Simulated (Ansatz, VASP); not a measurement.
Two plane-wave programs on BiTe2N

```xyz
4
Lattice="-3.1184 3.1184 3.4267 3.1184 -3.1184 3.4267 3.1184 3.1184 -3.4267" Properties=species:S:1:pos:R:3 pbc="T T T"
Bi    0.0000    0.0000    3.4267
Te    0.0000    3.1184    1.7134
Te    3.1184    0.0000    1.7134
N     0.0000    0.0000    0.0000
```

Alike in both runs: task relaxation of cell and atoms; functional PBE; k mesh 4 × 4 × 4; occupations gaussian, width 0.1 eV; no spin polarisation.

|  | VASP | Ansatz |
| --- | --- | --- |
| version | VASP 6.6.1 | Ansatz 0.2.0 |
| potentials or method | VASP PAW PBE potentials, release 64 (Bi_d, Te, N) | scalar-relativistic, plane waves, PAW |
| plane-wave cutoff (eV) | 600 | 420 |
| valence electrons in the cell | 32 | 52 |

|  | VASP | Ansatz | Ansatz less VASP |
| --- | --- | --- | --- |
| gap on the k mesh at the Fermi level, each at its own relaxed structure (eV) | none | none | - |
| relaxed volume (Å³/atom) | 25.00 | 25.02 | +0.022 |
| relaxed cell length with the largest relative difference (Å) | 5.064 | 5.066 | +0.0015 |
| energy change over the relaxation (meV/atom) | -372 | -368 | +3.9 |

A gap of «none» marks a metal or a gap that the smearing closes. The two sets of potentials don't hold the same shells in valence.

Caveats: the volume moved by over 15 % at a fixed basis, so the end points are rough (VASP); spin-orbit coupling is left out, which moves the levels of the heavy elements.
